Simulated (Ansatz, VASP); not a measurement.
One calculation of LaSc2As4, two programs

```xyz
7
Lattice="6.3181 0.0000 0.0000 0.0000 6.3181 0.0000 0.0000 0.0000 3.8464" Properties=species:S:1:pos:R:3 pbc="T T T"
La    0.0000    0.0000    1.9232
Sc    0.0000    3.1590    1.9232
Sc    3.1590    0.0000    1.9232
As    1.7526    4.5655    0.0000
As    4.5655    1.7526    0.0000
As    1.7526    1.7526    0.0000
As    4.5655    4.5655    0.0000
```

Alike in both runs: functional PBE; k mesh 4 × 4 × 4; occupations gaussian, width 0.1 eV; no spin polarisation.

Ansatz relaxed the structure, and its values are those at the end. VASP's run is a single point on that final structure, the one shown.

|  | VASP | Ansatz |
| --- | --- | --- |
| version | VASP 6.6.1 | Ansatz 0.2.0 |
| potentials or method | VASP PAW PBE potentials, release 64 (La, Sc_sv, As) | scalar-relativistic, plane waves, PAW |
| plane-wave cutoff (eV) | 520 | 420 |
| valence electrons in the cell | 53 | 93 |

VASP gave:

* gap on the k mesh at the Fermi level (eV): none
* pressure (GPa): 0.2
* rms of the force components (eV/Å): 0.005

Q: Which values does Ansatz return?

A: gap on the k mesh at the Fermi level (eV): none; pressure (GPa): 0.1; rms of the force components (eV/Å): 0.001.

A gap of «none» marks a metal or a gap that the smearing closes. The two sets of potentials don't hold the same shells in valence.

Caveats: the k mesh is coarse (spacing up to 0.41 Å⁻¹), so the values aren't converged. Spin-orbit coupling is left out, which matters for the levels of La.
